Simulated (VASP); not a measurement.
# NiSb (Breithauptite): structure and properties in VASP, part 5 of 13

Aim: relax NiSb (Breithauptite), then compute properties on the relaxed cell. The start is a cell from a database of measured crystal structures.

VASP 6.6.1, plane waves and PAW; the level of theory is named at each step.

Still holding for the runs below: A U on the itinerant d states of such a compound is hard to justify; it moves the bands at the Fermi level.

So far. Step 5 (Magnetic start: antiferromagnetic, q = (1/2, 1/2, 1/2)): The energy lies +2.4 meV an atom from the first pattern, and both runs end without moments, so a difference comes from cell, mesh or thresholds alone. The moments fall under 0.1 μB, and the mesh shows no gap.

### Step 6. Magnetic start: antiferromagnetic, q = (1/2, 1/2, 0)

Level of this step: LDA, DFT+U (Ni d 4 eV), spin-polarised from an antiferromagnetic start; plane waves and PAW (Ni, Sb) (VASP).

Next, a pattern with opposite moments, which needs a doubled cell; q is given in the reciprocal vectors of the primitive cell.

Contents of INCAR:

```
SYSTEM = NiSb
PREC = Accurate
ENCUT = 400
EDIFF = 1E-06
NELM = 100
ISMEAR = 0
SIGMA = 0.05
LREAL = .FALSE.
ALGO = Normal
GGA = CA
NBANDS = 42
ISPIN = 2
MAGMOM = 1 -1 1 -1 0 0 0 0
LDAU = .TRUE.
LDAUTYPE = 2
LDAUL = 2 -1
LDAUU = 4 0
LDAUJ = 0 0
LDAUPRINT = 1
LASPH = .TRUE.
LMAXMIX = 4
LORBIT = 11
LWAVE = .FALSE.
LCHARG = .FALSE.
KPAR = 8
ISIF = 2
```

Contents of POSCAR:

```
NiSb
1.0
    7.8800000000      0.0000000000      0.0000000000
    1.9700000000      3.4121400909      0.0000000000
    0.0000000000      0.0000000000      5.1400000000
Ni Sb
4 4
Direct
    0.0000000000      0.0000000000      0.0000000000
    0.5000000000      0.0000000000      0.0000000000
    0.0000000000      0.0000000000      0.5000000000
    0.5000000000      0.0000000000      0.5000000000
    0.8333333333      0.6666666667      0.2500000000
    0.3333333333      0.6666666667      0.2500000000
    0.1666666667      0.3333333333      0.7500000000
    0.6666666667      0.3333333333      0.7500000000
```

Contents of KPOINTS:

```
Automatic mesh
0
Gamma
7 7 5
0 0 0
```

PAW data sets: Ni and Sb (LDA family, release 64).

Launch:

```sh
$ mpirun -np 8 vasp_std
```

The program printed:

```text
[... set-up lines as in an earlier step ...]
 entering main loop
       N       E                     dE             d eps       ncg     rms          rms(c)
DAV:   1     0.370750458186E+03    0.37075E+03   -0.20390E+04  8064   0.122E+03
DAV:   2    -0.953339907269E+01   -0.38028E+03   -0.36633E+03  8272   0.301E+02
DAV:   3    -0.385088937543E+02   -0.28975E+02   -0.28126E+02  9228   0.107E+02
DAV:   4    -0.392580617135E+02   -0.74917E+00   -0.74559E+00  9276   0.165E+01
DAV:   5    -0.392799226576E+02   -0.21861E-01   -0.21856E-01 11028   0.274E+00    0.154E+01
DAV:   6    -0.403599587166E+02   -0.10800E+01   -0.14326E+01  8954   0.522E+01    0.113E+01
DAV:   7    -0.388042423275E+02    0.15557E+01   -0.71999E+00  9258   0.424E+01    0.619E+00
DAV:   8    -0.387131458244E+02    0.91097E-01   -0.12720E+00 10900   0.980E+00    0.189E+00
DAV:   9    -0.387237540609E+02   -0.10608E-01   -0.34641E-01  9374   0.732E+00    0.717E-01
DAV:  10    -0.387278747925E+02   -0.41207E-02   -0.38834E-02  9874   0.262E+00    0.353E-01
DAV:  11    -0.387292343294E+02   -0.13595E-02   -0.46965E-03 10198   0.665E-01    0.226E-01
DAV:  12    -0.387292366016E+02   -0.22722E-05   -0.15355E-03  9102   0.479E-01    0.668E-02
DAV:  13    -0.387293532295E+02   -0.11663E-03   -0.22877E-04 12198   0.147E-01    0.363E-02
DAV:  14    -0.387293610104E+02   -0.77808E-05   -0.81463E-05  9188   0.101E-01    0.242E-02
DAV:  15    -0.387293653854E+02   -0.43750E-05   -0.16136E-05  8752   0.494E-02    0.714E-03
DAV:  16    -0.387293661540E+02   -0.76863E-06   -0.23203E-06  5918   0.155E-02
   1 F= -.38729366E+02 E0= -.38727057E+02  d E =-.461802E-02  mag=    -0.0000
```

Run time: 42 s. Hardware: 8 MPI ranks of AMD EPYC 9R45, shared host; peak memory 2.9 GiB.

From OUTCAR (step 6):

```text
   k-points           NKPTS =     48   k-points in BZ     NKDIM =     48   number of bands    NBANDS=     42

   ENCUT  =  400.0 eV  29.40 Ry    5.42 a.u.  12.85  6.43  8.38*2*pi/ulx,y,z

   NELECT =      60.0000    total number of electrons

atom =   1  type =  1  l = 2

 onsite density matrix

spin component  1

  0.8704 -0.0003 -0.0001  0.0503 -0.0002
 -0.0003  0.8634 -0.0001  0.0007  0.0499
 -0.0001 -0.0001  0.8893  0.0002  0.0000
  0.0503  0.0007  0.0002  0.8626 -0.0003
 -0.0002  0.0499  0.0000 -0.0003  0.8702

spin component  2

  0.8704 -0.0003 -0.0001  0.0503 -0.0002
 -0.0003  0.8634 -0.0001  0.0007  0.0500
 -0.0001 -0.0001  0.8893  0.0002  0.0000
  0.0503  0.0007  0.0002  0.8626 -0.0003
 -0.0002  0.0500  0.0000 -0.0003  0.8702

 occupancies and eigenvectors

  o =  0.8158  v =  0.0000  0.0000  0.0000  0.0000  0.0000  0.5868  0.3677  0.0026 -0.6369 -0.3388      0.0000  0.0000  0.0000  0.0000  0.0000  0.0000  0.0000  0.0000  0.0000  0.0000
  o =  0.8158  v =  0.5868  0.3677  0.0026 -0.6369 -0.3388  0.0000  0.0000  0.0000  0.0000  0.0000      0.0000  0.0000  0.0000  0.0000  0.0000  0.0000  0.0000  0.0000  0.0000  0.0000
  o =  0.8171  v =  0.0000  0.0000  0.0000  0.0000  0.0000 -0.3423  0.6313 -0.0000  0.3645 -0.5928      0.0000  0.0000  0.0000  0.0000  0.0000  0.0000  0.0000  0.0000  0.0000  0.0000
  o =  0.8171  v = -0.3423  0.6313 -0.0000  0.3645 -0.5928  0.0000  0.0000  0.0000  0.0000  0.0000      0.0000  0.0000  0.0000  0.0000  0.0000  0.0000  0.0000  0.0000  0.0000  0.0000
  o =  0.8893  v =  0.0000  0.0000  0.0000  0.0000  0.0000  0.0032  0.0001 -1.0000 -0.0002 -0.0018      0.0000  0.0000  0.0000  0.0000  0.0000  0.0000  0.0000  0.0000  0.0000  0.0000
  o =  0.8893  v =  0.0031  0.0002 -1.0000 -0.0003 -0.0018  0.0000  0.0000  0.0000  0.0000  0.0000      0.0000  0.0000  0.0000  0.0000  0.0000  0.0000  0.0000  0.0000  0.0000  0.0000
  o =  0.9169  v =  0.0000  0.0000  0.0000  0.0000  0.0000 -0.3645 -0.5928  0.0000 -0.3423 -0.6313      0.0000  0.0000  0.0000  0.0000  0.0000  0.0000  0.0000  0.0000  0.0000  0.0000
  o =  0.9169  v = -0.3645 -0.5928  0.0000 -0.3423 -0.6313  0.0000  0.0000  0.0000  0.0000  0.0000      0.0000  0.0000  0.0000  0.0000  0.0000  0.0000  0.0000  0.0000  0.0000  0.0000
  o =  0.9170  v =  0.0000  0.0000  0.0000  0.0000  0.0000  0.6369 -0.3388  0.0026  0.5868 -0.3677      0.0000  0.0000  0.0000  0.0000  0.0000  0.0000  0.0000  0.0000  0.0000  0.0000
  o =  0.9170  v =  0.6369 -0.3388  0.0024  0.5868 -0.3677  0.0000  0.0000  0.0000  0.0000  0.0000      0.0000  0.0000  0.0000  0.0000  0.0000  0.0000  0.0000  0.0000  0.0000  0.0000

atom =   2  type =  1  l = 2

 onsite density matrix

spin component  1

spin component  2

 occupancies and eigenvectors

  o =  0.8158  v =  0.5868  0.3677  0.0026 -0.6369 -0.3388  0.0000  0.0000  0.0000  0.0000  0.0000      0.0000  0.0000  0.0000  0.0000  0.0000  0.0000  0.0000  0.0000  0.0000  0.0000
  o =  0.8158  v =  0.0000  0.0000  0.0000  0.0000  0.0000  0.5868  0.3677  0.0026 -0.6369 -0.3388      0.0000  0.0000  0.0000  0.0000  0.0000  0.0000  0.0000  0.0000  0.0000  0.0000
  o =  0.8171  v = -0.3423  0.6313 -0.0000  0.3645 -0.5928  0.0000  0.0000  0.0000  0.0000  0.0000      0.0000  0.0000  0.0000  0.0000  0.0000  0.0000  0.0000  0.0000  0.0000  0.0000
  o =  0.8171  v =  0.0000  0.0000  0.0000  0.0000  0.0000 -0.3423  0.6313 -0.0000  0.3645 -0.5928      0.0000  0.0000  0.0000  0.0000  0.0000  0.0000  0.0000  0.0000  0.0000  0.0000
  o =  0.8893  v =  0.0032  0.0001 -1.0000 -0.0002 -0.0018  0.0000  0.0000  0.0000  0.0000  0.0000      0.0000  0.0000  0.0000  0.0000  0.0000  0.0000  0.0000  0.0000  0.0000  0.0000
  o =  0.8893  v =  0.0000  0.0000  0.0000  0.0000  0.0000  0.0031  0.0002 -1.0000 -0.0003 -0.0018      0.0000  0.0000  0.0000  0.0000  0.0000  0.0000  0.0000  0.0000  0.0000  0.0000
[...]
o =  0.8158  v =  0.0000  0.0000  0.0000  0.0000  0.0000  0.5868 -0.3677  0.0026  0.6369 -0.3388      0.0000  0.0000  0.0000  0.0000  0.0000  0.0000  0.0000  0.0000  0.0000  0.0000
  o =  0.8171  v = -0.3423 -0.6313 -0.0000 -0.3645 -0.5928  0.0000  0.0000  0.0000  0.0000  0.0000      0.0000  0.0000  0.0000  0.0000  0.0000  0.0000  0.0000  0.0000  0.0000  0.0000
  o =  0.8171  v =  0.0000  0.0000  0.0000  0.0000  0.0000 -0.3423 -0.6313 -0.0000 -0.3645 -0.5928      0.0000  0.0000  0.0000  0.0000  0.0000  0.0000  0.0000  0.0000  0.0000  0.0000
  o =  0.8893  v =  0.0032 -0.0001 -1.0000  0.0002 -0.0018  0.0000  0.0000  0.0000  0.0000  0.0000      0.0000  0.0000  0.0000  0.0000  0.0000  0.0000  0.0000  0.0000  0.0000  0.0000
  o =  0.8893  v =  0.0000  0.0000  0.0000  0.0000  0.0000  0.0031 -0.0002 -1.0000  0.0003 -0.0018      0.0000  0.0000  0.0000  0.0000  0.0000  0.0000  0.0000  0.0000  0.0000  0.0000
  o =  0.9169  v = -0.3645  0.5928  0.0000  0.3423 -0.6313  0.0000  0.0000  0.0000  0.0000  0.0000      0.0000  0.0000  0.0000  0.0000  0.0000  0.0000  0.0000  0.0000  0.0000  0.0000
  o =  0.9169  v =  0.0000  0.0000  0.0000  0.0000  0.0000 -0.3645  0.5928  0.0000  0.3423 -0.6313      0.0000  0.0000  0.0000  0.0000  0.0000  0.0000  0.0000  0.0000  0.0000  0.0000
  o =  0.9170  v =  0.6369  0.3388  0.0026 -0.5868 -0.3677  0.0000  0.0000  0.0000  0.0000  0.0000      0.0000  0.0000  0.0000  0.0000  0.0000  0.0000  0.0000  0.0000  0.0000  0.0000
  o =  0.9170  v =  0.0000  0.0000  0.0000  0.0000  0.0000  0.6369  0.3388  0.0024 -0.5868 -0.3677      0.0000  0.0000  0.0000  0.0000  0.0000  0.0000  0.0000  0.0000  0.0000  0.0000

 E-fermi :   9.4327

 spin component 1
 k-point     1 :       0.0000    0.0000    0.0000
  band No.  band energies     occupation
    ...
     25       7.7964      1.00000
     26       7.7966      1.00000
     27       7.7969      1.00000
     28       8.9883      1.00000
     29       9.1231      1.00000
     30      10.3352      0.00000
     31      10.3389      0.00000
     32      10.5709      0.00000
     33      11.9349      0.00000
     34      11.9351      0.00000
    ...

 k-point     2 :       0.1429   -0.0000    0.0000
  band No.  band energies     occupation
    ...
     25       7.7963      1.00000
     26       7.7966      1.00000
     27       7.9013      1.00000
     28       9.1043      1.00000
     29       9.1447      1.00000
     30       9.7584      0.00000
     31      10.0492      0.00000
     32      10.6918      0.00000
     33      11.6122      0.00000
     34      12.1915      0.00000
    ...

  Total       -9.2759644     -9.1099520     -8.3575354      0.1437709      0.0000000      0.0000000
  in kB     -107.5358979   -105.6113231    -96.8885855      1.6667307      0.0000000      0.0000000
  external PRESSURE =    -103.3452688 kB  Pullay stress =       0.0000000 kB

 POSITION                                       TOTAL-FORCE (eV/Angst)
 -----------------------------------------------------------------------------------
      0.00000      0.00000      0.00000        -0.000000      0.000000     -0.000000
      3.94000      0.00000      0.00000        -0.000000      0.000000     -0.000000
      0.00000      0.00000      2.57000        -0.000000      0.000000     -0.000000
      3.94000      0.00000      2.57000        -0.000000      0.000000     -0.000000
      7.88000      2.27476      1.28500         0.023250     -0.013423      0.000000
      3.94000      2.27476      1.28500         0.023250     -0.013423      0.000000
      1.97000      1.13738      3.85500        -0.023250      0.013423     -0.000000
      5.91000      1.13738      3.85500        -0.023250      0.013423      0.000000
 -----------------------------------------------------------------------------------
    total drift:                                0.000000      0.000000      0.000000

  FREE ENERGIE OF THE ION-ELECTRON SYSTEM (eV)
  ---------------------------------------------------
  free  energy   TOTEN  =       -38.7293661540 eV

  energy  without entropy=      -38.7247481299  energy(sigma->0) =      -38.72705714

 magnetization (x)
# of ion       s       p       d       tot
------------------------------------------
    1        0.000   0.000   0.000   0.000
    2       -0.000  -0.000  -0.000  -0.000
    3        0.000   0.000   0.000   0.000
    4       -0.000  -0.000  -0.000  -0.000
    5        0.000   0.000   0.000   0.000
    6       -0.000  -0.000  -0.000  -0.000
    7        0.000   0.000   0.000   0.000
    8       -0.000  -0.000  -0.000  -0.000
--------------------------------------------------
tot          0.000   0.000   0.000   0.000

[... 2 parts as in an earlier step ...]

[... 13 further parts left out ...]
```

At this level the cell is under a tension of 10.3 GPa, so at these settings it is away from equilibrium.

This step gave:

```yaml
irreducible_k_points: 48
symmetry_operations: 8
free_energy_toten: -38.73 eV
energy_at_zero_smearing: -38.73 eV
fermi_energy: 9.433 eV
pressure: -10.33 GPa
```

The energy lies +1.3 meV an atom from the first pattern, and both runs end without moments, so a difference comes from cell, mesh or thresholds alone. The moments fall under 0.1 μB, and the mesh shows no gap.

### Step 7. The orders side by side

This step: collinear orders at LDA, DFT+U (Ni d 4 eV); plane waves and PAW (VASP 6.6.1).

Derived from the runs above.

Patterns, by row:

```tsv
start	atoms	energy less that of the first (meV/atom)	largest site moment (μB)	end state
ferromagnetic	4	0	0	non-magnetic
antiferromagnetic within the cell	4	0	0	non-magnetic
antiferromagnetic, q = (0, 0, 1/2)	8	5.2	0	non-magnetic
antiferromagnetic, q = (1/2, 1/2, 1/2)	8	2.4	0	non-magnetic
antiferromagnetic, q = (1/2, 1/2, 0)	8	1.3	0	non-magnetic
```

All patterns lost their moments. Runs that ended non-magnetic differ by up to 5.2 meV an atom among themselves, which can come from the unlike meshes of the cells or from a run that isn't fully settled. The session goes on with moments started at or near zero.

(Part 5 of 13 ends here.)

[Lines on the potential files, build, host, timing and source positions are cut from VASP's logs without a mark.]

[Logs are printed without paths, hosts, clocks, repeated set-up lines and the standing remarks that a program may print on its own settings, such as how far it seeks lower states.]

[Hosts, paths, dates, database ids (printed as entryN), source tags and the programs' standing remarks are cut or masked in the printed files.]

[A measured line is paired with the nearest computed mode of its activity, which favours agreement.]

[In band tables of VASP the shares of atoms and orbitals are scaled to a sum of 1 inside the atoms' spheres.]
